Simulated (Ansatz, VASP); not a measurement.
One calculation of Hg2C, two programs

Contents of INCAR:

```
SYSTEM = Hg2C
PREC = Accurate
ENCUT = 520
EDIFF = 1E-6
ISMEAR = 0
SIGMA = 0.05
LREAL = .FALSE.
LASPH = .TRUE.
NELM = 100
ALGO = Fast
ISIF = 2
LWAVE = .FALSE.
LCHARG = .FALSE.
GGA = PE
NBANDS = 21
```

The input KPOINTS:

```
regular mesh
0
G
  6 6 6
  0 0 0
```

File POSCAR:

```
Hg2C
1.0
    0.0000000000      3.0145217956      3.0145217956
    3.0145217956      0.0000000000      3.0145217956
    3.0145217956      3.0145217956      0.0000000000
C Hg
1 2
Direct
    0.0000000000      0.0000000000      0.0000000000
    0.2500000000      0.2500000000      0.2500000000
    0.7500000000      0.7500000000      0.7500000000
```

Input for Ansatz:

```yaml
crystal:
  lattice:
    - [0.0, 3.0145217956, 3.0145217956]
    - [3.0145217956, 0.0, 3.0145217956]
    - [3.0145217956, 3.0145217956, 0.0]
  atoms:
    - { symbol: C, position: [0.0, 0.0, 0.0] }
    - { symbol: Hg, position: [0.25, 0.25, 0.25] }
    - { symbol: Hg, position: [0.75, 0.75, 0.75] }
basis:
  ecutwfc: 420
kpoints:
  mp_grid: { grid: [6, 6, 6] }
hamiltonian:
  xc: pbe
scf:
  occupations: { method: gaussian, width: 0.05 }
output:
  forces: true
  stress: true
  eigenvalues: true
```

The cell comes from a database or a generator and needn't be the stable form of this composition.

Alike in both runs: task single point; functional PBE; k mesh 6 × 6 × 6; occupations gaussian, width 0.05 eV; no spin polarisation.

|  | VASP | Ansatz |
| --- | --- | --- |
| version | VASP 6.6.1 | Ansatz 0.2.0 |
| potentials or method | VASP PAW PBE potentials, release 64 (C, Hg) | scalar-relativistic, plane waves, PAW |
| plane-wave cutoff (eV) | 520 | 420 |
| valence electrons in the cell | 28 | 44 |

|  | VASP | Ansatz | Ansatz less VASP |
| --- | --- | --- | --- |
| gap on the k mesh at the Fermi level (eV) | none | none | - |
| pressure (GPa) | 2.1 | 1.3 | -0.76 |

A gap of «none» marks a metal or a gap that the smearing closes. The two sets of potentials don't hold the same shells in valence.

Spin-orbit coupling is left out, which matters for the levels of Hg.
